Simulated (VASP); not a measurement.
**LaTe: single point with LDA**

Crystal: LaTe.

```
La Te
1.0
     3.84088    0.00000    0.00000
     0.00000    3.84088    0.00000
     0.00000    0.00000    3.84088
La Te
1 1
Cartesian
  0.0000 0.0000 0.0000
  1.9204 1.9204 1.9204
```

The cell was built by a generator and needn't be a form met in nature.

```json
{"Program": "VASP 6.6.1", "Task": "single point", "Functional": "LDA", "Potentials or basis": "VASP PAW LDA potentials, release 64 (La, Te)", "Cutoff": "520 eV", "k mesh": "4 × 4 × 4", "Occupations": "gaussian, width 0.2 eV", "Spin": "no spin polarisation"}
```

* Pressure: 0.0 GPa
* Band gap on the k mesh: none (metal or under the smearing width)

Levels at points of the mesh, in eV from the Fermi level:
```
           k point  band 7  band 8  band 9  band 10  band 11  band 12
(0.00, 0.00, 0.00)   -1.43   -1.43   -1.40    -1.40     1.42     1.42
(0.50, 0.00, 0.00)   -2.33   -2.33   -0.49     0.87     1.34     1.44
(0.50, 0.50, 0.00)   -3.64   -1.12   -0.84     1.32     1.32     1.39
(0.50, 0.50, 0.50)   -5.22   -5.22    1.47     1.47     1.47     1.72
```

Run time: 6.7 s on 1 thread of Intel(R) Xeon(R) Platinum 8488C (Sapphire Rapids), with other jobs on the host, peak memory 0.16 GiB.

Caveat: the k mesh is coarse (spacing up to 0.41 Å⁻¹), so the values aren't converged. The run has no spin-orbit coupling, so splittings on La, Te are missing.
